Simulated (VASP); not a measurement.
Here is the system:

```xyz
2
Lattice="-2.8238 2.8238 1.5407 2.8238 -2.8238 1.5407 2.8238 2.8238 -1.5407" Properties=species:S:1:pos:R:3 pbc="T T T"
Hg     0.0000     2.8238     0.7703
Hg     0.0000     0.0000     0.0000
```

The numbers are results of PBEsol GGA, VASP's PBE PAW potentials (set 64) (plane waves; VASP), not measurements. Numerical set-up: 300 eV cut-off, 8×8×8 Γ-centred mesh, Gaussian smearing of 0.10 eV, potentials Hg.

Q: Give the stress tensor in GPa (positive for a compressed cell).

A: 
```
 0.92   0.00   0.00
 0.00   0.92   0.00
 0.00   0.00  -1.22
```
The pressure is its mean diagonal, 0.21 GPa.

The structure was generated: Hg was put into an ordered model structure, which need not be its known phase. The cell was not relaxed at this level.
